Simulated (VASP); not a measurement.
Here is a VASP 6.6.1 calculation.

The input INCAR:

```
SYSTEM = NaLaMnMoO6
  PREC = Accurate
  ENCUT = 520
  EDIFF = 1E-6
  ISMEAR = -1
  SIGMA = 0.05
  LREAL = .False.
  LASPH = .True.
  NELM = 100
  ALGO = Normal
  ISIF = 2
  LWAVE = .False.
  LCHARG = .False.
  ISPIN = 2
  MAGMOM = 0 0 4 1 0 0 0 0 0 0
  LORBIT = 11
  LMAXMIX = 6
  KPAR = 4
```

File KPOINTS:

```
regular mesh
0
Gamma
  6 6 6
  0 0 0
```

POSCAR

```
NaLaMnMoO6                              
1.0
    4.6131314871     -2.6702734431      0.0007802609
    4.6131314871      2.6702734431      0.0007802609
   -3.1017740540      0.0000000000      4.3677385492
  Na              La              Mn              Mo              O             
     1     1     1     1     6
Direct
     0.2496615261434138    0.2496615261434138    0.7439870802753904
     0.7511599064283588    0.7511599064283588    0.2545285535205353
     0.4992862723576524    0.4992862723576524    0.4993177689468770
     0.0008959083174024    0.0008959083174024    0.0010292442948282
     0.2799042528637569    0.7763449725339222    0.2839265827238689
     0.7763449725339222    0.2799042528637569    0.2839265827238689
     0.2535945608950622    0.2535945608950622    0.1960211906282220
     0.7463324491193284    0.7463324491193284    0.7987619076995685
     0.2268586319609740    0.7162515193801282    0.7201805445934208
     0.7162515193801282    0.2268586319609740    0.7201805445934208
```

File KPOINTS_OPT:

```
path XGY,LGZ,NGM,RG
15
line-mode
reciprocal
 0.0000000000  0.0000000000 -0.5000000000  X
 0.0000000000  0.0000000000  0.0000000000  G

 0.0000000000  0.0000000000  0.0000000000  G
 0.5000000000  0.0000000000  0.0000000000  Y

 0.5000000000  0.0000000000 -0.5000000000  L
 0.0000000000  0.0000000000  0.0000000000  G

 0.0000000000  0.0000000000  0.0000000000  G
-0.5000000000 -0.5000000000  0.5000000000  Z

-0.5000000000 -0.5000000000  0.0000000000  N
 0.0000000000  0.0000000000  0.0000000000  G

 0.0000000000  0.0000000000  0.0000000000  G
 0.0000000000 -0.5000000000  0.5000000000  M

 0.0000000000 -0.5000000000  0.0000000000  R
 0.0000000000  0.0000000000  0.0000000000  G
```

Potentials or basis: VASP PAW LDA potentials, release 64 (Na_pv, La, Mn_pv, Mo_sv, O).

Command:

```sh
$ cat potpaw_LDA.64/Na_pv/POTCAR potpaw_LDA.64/La/POTCAR potpaw_LDA.64/Mn_pv/POTCAR potpaw_LDA.64/Mo_sv/POTCAR potpaw_LDA.64/O/POTCAR > POTCAR
$ mpirun -np 4 vasp_std > vasp.out
```

Q: Predict the site moments.

A: Na -0.00; La +0.02; Mn -1.60; Mo +0.48; O -0.01 μB.

Q: What does it give for the net moment?

A: -1.14 μB per cell.

Forces on the atoms (eV/Å):
```
Na  -0.005  0.000  0.012
La   0.000  0.000 -0.001
Mn  -0.003  0.000 -0.004
Mo  -0.011  0.000 -0.005
O    0.002 -0.004  0.000
O    0.002  0.004  0.000
O    0.007  0.000  0.003
O   -0.001  0.000  0.007
O    0.004  0.000 -0.005
O    0.004  0.000 -0.005
```

Caveat: a cell with one magnetic atom can't hold antiferromagnetic order, which such compounds often take.
